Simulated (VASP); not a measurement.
# SrCo2 (P-3m1) in VASP: reference runs

Aim: a first look at SrCo2 with PBE, on the cell as given.

Program: VASP 6.6.1. These are calculated values, not measurements. Logs are shortened: lines on timing, memory, paths and dates and some standing lists are left out, and cuts for length are marked.

### 1 Starting point

Symmetry: P-3m1, No. 164, trigonal system. The conventional cell has a = 3.274 Å, b = 3.274 Å, c = 5.545 Å, α = 90.00°, β = 90.00°, γ = 120.00°. Around Sr (site symmetry -3m) lie 6 Co at 2.29 Å. Co (site symmetry 3m) has 3 Sr at 2.29 Å as nearest neighbours.

The cell was built by a generator and needn't be a form met in nature.

### 2 Single point, PBE, collinear spin, ferromagnetic start

The input, INCAR:

```
SYSTEM = SrCo2
PREC = Accurate
ENCUT = 520
EDIFF = 1E-7
ISMEAR = -1
SIGMA = 0.05
LREAL = .False.
LASPH = .True.
NELM = 100
ALGO = Normal
ISIF = 2
LWAVE = .False.
LCHARG = .False.
ISPIN = 2
MAGMOM = 0 2 2
LORBIT = 11
LMAXMIX = 4
GGA = PE
NBANDS = 25
```

The input, KPOINTS:

```
regular mesh
0
Gamma
  9 9 5
  0 0 0
```

The input, POSCAR:

```
SrCo2
1.0
    3.2740140200      0.0000000000      0.0000000000
   -1.6370070100      2.8353793100      0.0000000000
    0.0000000000      0.0000000000      5.5448041500
Sr Co
1 2
Direct
    0.0000000000      0.0000000000      0.0000000000
    0.3333333300      0.6666666700      0.2340768400
    0.6666666700      0.3333333300      0.7659231600
```

Potentials or basis: VASP PAW PBE potentials, release 64 (Sr_sv, Co).

Started as:

```console
$ cat potpaw_PBE.64/Sr_sv/POTCAR potpaw_PBE.64/Co/POTCAR > POTCAR
$ mpirun -np 1 vasp_std > vasp.out
```

OUTCAR:

```text
SYSTEM = SrCo2
   PREC = Accurate
   ENCUT = 520
   EDIFF = 1E-7
   ISMEAR = -1
   LREAL = .False.
   LASPH = .True.
   NELM = 100
   ISIF = 2
   ISPIN = 2
   LORBIT = 11
   GGA = PE

 ion  position               nearest neighbor table
   1  0.000  0.000  0.000-   2 2.29   3 2.29   2 2.29   3 2.29   3 2.29   2 2.29   3 4.00   2 4.00
                             2 4.00   3 4.00   2 4.00   3 4.00
   2  0.333  0.667  0.234-   1 2.29   1 2.29   1 2.29   1 4.00   1 4.00   1 4.00
   3  0.667  0.333  0.766-   1 2.29   1 2.29   1 2.29   1 4.00   1 4.00   1 4.00

  LATTYP: Found a hexagonal cell.
 ALAT       =     3.2740140200
 C/A-ratio  =     1.6935798430

  Lattice vectors:

 A1 = (   3.2740140200,   0.0000000000,   0.0000000000)
 A2 = (  -1.6370070100,   2.8353793100,   0.0000000000)
 A3 = (   0.0000000000,   0.0000000000,   5.5448041500)

Analysis of symmetry for initial positions (statically):
=====================================================================
 Subroutine PRICEL returns:
 Original cell was already a primitive cell.

 Routine SETGRP: Setting up the symmetry group for a
 hexagonal supercell.

 Subroutine GETGRP returns: Found 12 space group operations
 (whereof 12 operations were pure point group operations)
 out of a pool of 24 trial point group operations.

The static configuration has the point symmetry D_3d.

Analysis of symmetry for dynamics (positions and initial velocities):
=====================================================================
 Subroutine PRICEL returns:
 Original cell was already a primitive cell.

 Routine SETGRP: Setting up the symmetry group for a
 hexagonal supercell.

 Subroutine GETGRP returns: Found 12 space group operations
 (whereof 12 operations were pure point group operations)
 out of a pool of 24 trial point group operations.

The dynamic configuration has the point symmetry D_3d.

Analysis of structural, dynamic, and magnetic symmetry:
=====================================================================
 Subroutine PRICEL returns:
 Original cell was already a primitive cell.

 Routine SETGRP: Setting up the symmetry group for a
 hexagonal supercell.

 Subroutine GETGRP returns: Found 12 space group operations
 (whereof 12 operations were pure point group operations)
 out of a pool of 24 trial point group operations.

The overall configuration has the point symmetry D_3d.

 Subroutine INISYM returns: Found 12 space group operations
 (whereof 12 operations are pure point group operations),
 and found     1 'primitive' translations

----------------------------------------------------------------------------------------

                                     Primitive cell

  volume of cell :      51.4728

  direct lattice vectors                    reciprocal lattice vectors
     3.274014020  0.000000000  0.000000000     0.305435467  0.176343249  0.000000000
    -1.637007010  2.835379310  0.000000000     0.000000000  0.352686498  0.000000000
     0.000000000  0.000000000  5.544804150     0.000000000  0.000000000  0.180349021

  length of vectors
     3.274014020  3.274014017  5.544804150     0.352686498  0.352686498  0.180349021

  position of ions in fractional coordinates (direct lattice)
     0.000000000  0.000000000  0.000000000
     0.333333330  0.666666670  0.234076840
     0.666666670  0.333333330  0.765923160

  ion indices of the primitive-cell ions
   primitive index   ion index
                 1           1
                 2           2
                 3           3

----------------------------------------------------------------------------------------

 KPOINTS: regular mesh

Automatic generation of k-mesh.
 Grid dimensions read from file:
 generate k-points for:    9    9    5

 Generating k-lattice:

  Cartesian coordinates                     Fractional coordinates (reciprocal lattice)
     0.033937274  0.019593694  0.000000000     0.111111111 -0.000000000  0.000000000
     0.000000000  0.039187389  0.000000000     0.000000000  0.111111111  0.000000000
     0.000000000  0.000000000  0.036069804     0.000000000  0.000000000  0.200000000

  Length of vectors
     0.039187389  0.039187389  0.036069804

  Shift w.r.t. Gamma in fractional coordinates (k-lattice)
     0.000000000  0.000000000  0.000000000

 Subroutine IBZKPT returns following result:
 ===========================================

 Found     50 irreducible k-points:

 Following reciprocal coordinates:
            Coordinates               Weight
  0.000000  0.000000  0.000000      1.000000
  0.111111 -0.000000  0.000000      6.000000
  0.222222 -0.000000  0.000000      6.000000
  0.333333 -0.000000  0.000000      6.000000
  0.444444 -0.000000  0.000000      6.000000
  0.111111  0.111111  0.000000      6.000000
[... 16 lines left out ...]
  0.222222  0.111111  0.200000     12.000000
 -0.111111  0.333333  0.200000     12.000000
 [... further k-points ...]
   k-points           NKPTS =     50   k-points in BZ     NKDIM =     50   number of bands    NBANDS=     25
   number of dos      NEDOS =    301   number of ions     NIONS =      3
   total plane-waves  NPLWV =  24192
   dimension x,y,z NGX =    24 NGY =   24 NGZ =   42
   dimension x,y,z NGXF=    48 NGYF=   48 NGZF=   84
   ions per type =               1   2
   NGX,Y,Z   is equivalent  to a cutoff of  12.19, 12.19, 12.59 a.u.
   NGXF,Y,Z  is equivalent  to a cutoff of  24.37, 24.37, 25.19 a.u.
 SYSTEM =  SrCo2
   PREC   = accura    normal or accurate (medium, high low for compatibility)
   ISTART =      0    job   : 0-new  1-cont  2-samecut
   ICHARG =      2    charge: 1-file 2-atom 10-const
   ISPIN  =      2    spin polarized calculation?
   LNONCOLLINEAR =      F non collinear calculations
   LSORBIT =      F    spin-orbit coupling
   LASPH  =      T    aspherical Exc in radial PAW
   ENCUT  =  520.0 eV  38.22 Ry    6.18 a.u.   6.09  6.09 10.31*2*pi/ulx,y,z
   NELM   =    100;   NELMIN=  2; NELMDL= -5     # of ELM steps
   EDIFF  = 0.1E-06   stopping-criterion for ELM
   LREAL  =      F    real-space projection
   EDIFFG = 0.1E-05   stopping-criterion for IOM
   NSW    =      0    number of steps for IOM
   IBRION =     -1    ionic relax: 0-MD 1-quasi-New 2-CG
   NFREE  =      0    steps in history (QN), initial steepest desc. (CG)
   ISIF   =      2    stress and relaxation
   ISYM   =      2    0-nonsym 1-usesym 2-fastsym
   POTIM  = 0.5000    time-step for ionic-motion
   TEBEG  =    0.0;   TEEND  =   0.0 temperature during run
   PSTRESS=    0.0 pullay stress
   NELECT =      28.0000    total number of electrons
   NUPDOWN=      -1.0000    fix difference up-down
   EMIN   =  10.00;   EMAX   =-10.00  energy-range for DOS
   EFERMI =   0.00;   METHOD = LEGACY
   ISMEAR =    -1;   SIGMA  =   0.05  broadening in eV -4-tet -1-fermi 0-gaus
   EFERMI_NEDOS =   21; number of points for ismear=-14 and -15
   IALGO  =     38    algorithm
   IMIX   =      4    mixing-type and parameters
     AMIX     =   0.40;   BMIX     =  1.00
     AMIX_MAG =   1.60;   BMIX_MAG =  1.00
  volume/ion in A,a.u.               =      17.16       115.79
  Fermi-wavevector in a.u.,A,eV,Ry     =   1.336395  2.525421 24.299350  1.785952
  Thomas-Fermi vector in A             =   2.465025
   LORBIT       =     11    0 simple, 1 ext, 2 COOP (PROOUT), +10 PAW based schemes
   GGA     = PE    functional components
   LHFCALC =     F    Hartree Fock is set to
   AEXX    =    0.0000 exact exchange contribution
   IVDW    =     0    specifies the selected vdW correction
   LEPSILON=     F    determine dielectric tensor
   LRPA    =     F    only Hartree local field effects (RPA)
 spin polarized calculation
  energy-cutoff  :      520.00
  volume of cell :       51.47
 maximum number of plane-waves:      1416
   NGX = 13   NGY = 13   NGZ = 21

 number of electron      27.9999993 magnetization       1.6308929

 Free energy of the ion-electron system (eV)
  ---------------------------------------------------
  ext. energy  EPLUGINS =         0.00000000
  ---------------------------------------------------
  free energy    TOTEN  =        -6.47305478 eV

  energy without entropy =       -6.43182387  energy(sigma->0) =       -6.45243933

 E-fermi :   5.4636     XC(G=0): -10.9393

 val. band max:        5.4527568273   @ k =   0.3333   0.3333   0.0000
 cond. band min:       5.4714486890   @ k =   0.3333   0.2222   0.4000
 fundamental gap:      0.0186918617
 Fermi energy:         5.4635623171

 spin component 1

 k-point     1 :       0.0000    0.0000    0.0000
  band No.  band energies     occupation
      1     -29.0851      1.00000
      2     -11.7077      1.00000
      3     -10.7541      1.00000
      4     -10.7541      1.00000
      5       0.9497      1.00000
      6       2.7535      1.00000
[... 17 lines left out ...]
     24      18.7974      0.00000
     25      20.1068      0.00000
[... 621 lines left out ...]
      3     -11.4913      1.00000
      4     -11.0912      1.00000
      5       2.3426      1.00000
      6       2.5722      1.00000
[... 17 lines left out ...]
     24      17.3855      0.00000
     25      18.8053      0.00000

 [... further k-points ...]

 spin component 2

 k-point     1 :       0.0000    0.0000    0.0000
  band No.  band energies     occupation
      1     -29.1191      1.00000
      2     -11.7618      1.00000
      3     -10.7863      1.00000
      4     -10.7863      1.00000
      5       0.9478      1.00000
      6       3.0067      1.00000
[... 17 lines left out ...]
     24      18.8945      0.00000
     25      20.2511      0.00000
[... 621 lines left out ...]
      3     -11.5416      1.00000
      4     -11.1290      1.00000
      5       2.6291      1.00000
      6       2.8319      1.00000
[... 17 lines left out ...]
     24      17.4616      0.00000
     25      18.8992      0.00000

 [... further k-points ...]

------------------------ aborting loop because EDIFF is reached ----------------------------------------

  FORCE on cell =-STRESS in cart. coord.  units (eV):
  Direction    XX          YY          ZZ          XY          YZ          ZX
  --------------------------------------------------------------------------------------
  -------------------------------------------------------------------------------------
  Total       10.0385110     10.0385110      7.7913621     -0.0000000      0.0000000     -0.0000000
  in kB      312.4654255    312.4654247    242.5191615     -0.0000000      0.0000000     -0.0000000
  external PRESSURE =     289.1500039 kB  Pullay stress =       0.0000000 kB

 VOLUME and BASIS-vectors are now :
 -----------------------------------------------------------------------------
  energy-cutoff  :      520.00
  volume of cell :       51.47
      direct lattice vectors                 reciprocal lattice vectors
     3.274014020  0.000000000  0.000000000     0.305435467  0.176343249  0.000000000
    -1.637007010  2.835379310  0.000000000     0.000000000  0.352686498  0.000000000
     0.000000000  0.000000000  5.544804150     0.000000000  0.000000000  0.180349021

 POSITION                                       TOTAL-FORCE (eV/Angst)
 -----------------------------------------------------------------------------------
      0.00000      0.00000      0.00000         0.000000      0.000000      0.000000
     -0.00000      1.89025      1.29791        -0.000000     -0.000000      5.106389
      1.63701      0.94513      4.24689         0.000000      0.000000     -5.106389
 -----------------------------------------------------------------------------------
    total drift:                               -0.000000      0.000000      0.000000

  FREE ENERGIE OF THE ION-ELECTRON SYSTEM (eV)
  ---------------------------------------------------
  free  energy   TOTEN  =        -6.4730547846 eV

  energy  without entropy=       -6.4318238741  energy(sigma->0) =       -6.45243933

 total charge

# of ion       s       p       d       tot
------------------------------------------
    1        2.122   5.701   1.159   8.982
    2        0.384   0.227   7.670   8.281
    3        0.384   0.227   7.670   8.281
--------------------------------------------------
tot          2.890   6.155  16.498  25.543

 magnetization (x)

# of ion       s       p       d       tot
------------------------------------------
    1       -0.002   0.024  -0.108  -0.087
    2       -0.015  -0.009   0.914   0.891
    3       -0.015  -0.009   0.914   0.891
--------------------------------------------------
tot         -0.032   0.007   1.721   1.696
```

Run time: 1.7 min. Hardware: 1 thread of Intel Xeon Platinum 8488C (Sapphire Rapids), shared host; peak memory 0.24 GiB.

What came out:

```yaml
Free_energy: -6.4731 eV
Pressure: 28.9 GPa
Largest_force: 5.106 eV/Å
Band_gap_on_the_k_mesh: none (metal or under the smearing width)
Net_moment: 1.63 μB per cell
Site_moments: Sr -0.09; Co +0.89 μB
Valence_electrons_inside_the_program's_atomic_spheres: Sr 8.98; Co 8.28
```

Forces on the atoms (eV/Å):
```
Sr   0.000  0.000  0.000
Co   0.000  0.000  5.106
Co   0.000  0.000 -5.106
```

Levels at points of the mesh, in eV from the Fermi level:
Spin up:
```tsv
k point	band 12	band 13	band 14	band 15	band 16	band 17	band 18	band 19
(0.00, 0.00, 0.00)	-1.10	-1.10	-0.69	-0.69	0.15	2.28	5.13	5.13
```
Spin down:
```
           k point  band 11  band 12  band 13  band 14  band 15  band 16
(0.00, 0.00, 0.00)    -1.21    -0.51    -0.51     0.35     0.56     0.56
```

Caveat: a pressure of tens of GPa on the cell as given is suspect, and the run, the potentials or the cell itself is likely at fault; forces of over 1 eV/Å show positions far from the minimum, so gaps and moduli don't describe the material at rest.
